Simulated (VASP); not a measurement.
An input for Quantum ESPRESSO's pw.x (written as the equivalent of a VASP run, and not itself run):

```
&CONTROL
  calculation = 'scf'
  pseudo_dir = './pseudo'
  outdir = './out'
  tprnfor = .true.
  tstress = .true.
/
&SYSTEM
  ibrav = 0
  nat = 3
  ntyp = 2
  ecutwfc = 96
  occupations = 'smearing'
  smearing = 'gaussian'
  degauss = 0.009996
  input_dft = 'pbe'
/
&ELECTRONS
  conv_thr = 7.3e-08
  electron_maxstep = 100
/
ATOMIC_SPECIES
  Co 58.933 Co.upf
  Si 28.085 Si.upf
CELL_PARAMETERS angstrom
     0.0000000    2.6763430    2.6763430
     2.6763430    0.0000000    2.6763430
     2.6763430    2.6763430    0.0000000
ATOMIC_POSITIONS crystal
  Co   0.0000000  0.0000000  0.0000000
  Si   0.7500000  0.7500000  0.7500000
  Si   0.2500000  0.2500000  0.2500000
K_POINTS automatic
  4 4 4 0 0 0
```

Task: Write the VASP files for the same calculation (PBE).

Result: Several could match; the one computed here: 
**POSCAR**
```
CoSi2
1
    0.0000000000     2.6763430000     2.6763430000
    2.6763430000     0.0000000000     2.6763430000
    2.6763430000     2.6763430000     0.0000000000
Co Si
1 2
Direct
  0.0000000000   0.0000000000   0.0000000000
  0.7500000000   0.7500000000   0.7500000000
  0.2500000000   0.2500000000   0.2500000000
```

**KPOINTS**
```
Regular mesh
0
Gamma
 4 4 4
```

**INCAR**
```
SYSTEM = CoSi2
PREC = Accurate; ENCUT = 150; LREAL = .FALSE.
LASPH = .TRUE.
EDIFF = 1E-6; NELM = 100; ALGO = Normal
LMAXMIX = 4
ISMEAR = 0; SIGMA = 0.136
GGA = PE
ISIF = 2
LWAVE = .FALSE.; LCHARG = .FALSE.
```

POTCAR, in this order: Co Si (PBE.64 set). Program: vasp_std.

The two are equivalent in intent, not identical: the potentials are each code's own (VASP's PAW set, PseudoDojo norm-conserving files in pw.x), so ENCUT and ecutwfc are chosen apart and not converted; conv_thr bounds pw.x's estimated SCF error, while EDIFF bounds the energy change between steps.

The structure comes from a computed database's CoSi2 entry; how it stands against other phases isn't given here. The cell was not relaxed at this level. The k-mesh is coarse (spacing up to 0.51 per Å, 2π included), so the numbers may not be converged in it. The run is one of a series of settings (ENCUT = 150, SIGMA = 0.136, KPOINTS 4×4×4 Γ-centred mesh against the base run), some of them coarse on purpose.
